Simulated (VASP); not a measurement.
# Sb2Te3O2: single point with r2SCAN

The system is Sb2Te3O2.

```
Sb Te O
1.0
     4.01215    0.00000    0.00000
    -2.00607    3.47462    0.00000
     0.00000    0.00000   11.69337
Sb Te O
2 3 2
Direct
  0.00000 0.00000 0.00635
  0.33333 0.66667 0.24754
  0.66667 0.33333 0.43319
  0.66667 0.33333 0.81412
  0.00000 0.00000 0.62599
  0.00000 0.00000 0.18726
  0.33333 0.66667 0.06064
```

The cell was built by a generator and needn't be a form met in nature.

```
Program                : VASP 6.6.1
Task                   : single point
Functional             : r2SCAN
Potentials or basis    : VASP PAW PBE potentials, release 64 (Sb, Te, O)
Cutoff                 : 520 eV
k mesh                 : 8 × 8 × 4
Occupations            : gaussian, width 0.1 eV
Spin                   : no spin polarisation
Further INCAR settings : ALGO = Normal; EDIFF = 1e-06; NBANDS = 29
```

```json
{"Pressure": "-1.7 GPa", "Largest force": "0.336 eV/Å", "Band gap on the k mesh": "none (metal or under the smearing width)"}
```

Forces in eV/Å, atoms in the order of the input:
```
Sb   0.000  0.000  0.320
Sb   0.000  0.000 -0.204
Te   0.000  0.000 -0.166
Te   0.000  0.000  0.120
Te   0.000  0.000  0.012
O    0.000  0.000 -0.336
O    0.000  0.000  0.253
```

Stress tensor (GPa, compression positive):
```
-1.27  0.00  0.00
 0.00 -1.27  0.00
 0.00  0.00 -2.55
```

Levels at points of the mesh, in eV from the Fermi level:
```tsv
k point	band 18	band 19	band 20	band 21	band 22	band 23
(0.00, 0.00, 0.00)	-0.57	-0.51	0.17	0.17	1.48	1.77
(0.50, 0.00, 0.00)	-1.63	-1.52	-0.31	0.20	0.27	1.96
(0.00, 0.00, 0.50)	-0.67	-0.24	0.33	0.33	1.51	1.64
(0.50, 0.00, 0.50)	-1.87	-1.52	-0.87	0.15	0.58	2.22
```

Wall time 5.2 min on 2 MPI ranks on Intel(R) Xeon(R) 6975P-C (Granite Rapids), with other jobs on the host, peak memory 0.38 GiB a rank.

Caveat: the PAW data sets were made with another functional, which shifts forces and pressure a little. Spin-orbit coupling is left out, which matters for the levels of Sb, Te.
